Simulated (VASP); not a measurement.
Input:

```xyz
2
Lattice="0.0000 2.6546 2.6546 2.6546 0.0000 2.6546 2.6546 2.6546 0.0000" Properties=species:S:1:pos:R:3 pbc="T T T"
Si     0.0000     0.0000     0.0000
Si     1.3273     1.3273     1.3273
```

Calculation: PBE GGA with D3 dispersion (Becke-Johnson damping), VASP's PBE PAW potentials (set 64) (plane waves; VASP). Numerical set-up: 520 eV cut-off, 8×8×8 Γ-centred mesh, Gaussian smearing of 0.050 eV, potentials Si.

### Question
Estimate the energy per atom (σ→0), pressure.

### Answer

| Quantity | Result |
|---|---|
| energy per atom (σ→0) | -5.712 eV/atom |
| pressure | 6.59 GPa |

Only differences to runs with the same potentials and settings are physical.

The compound is Si in the diamond structure. This cell is one point of a volume scan, at 0.94 of the reference volume.
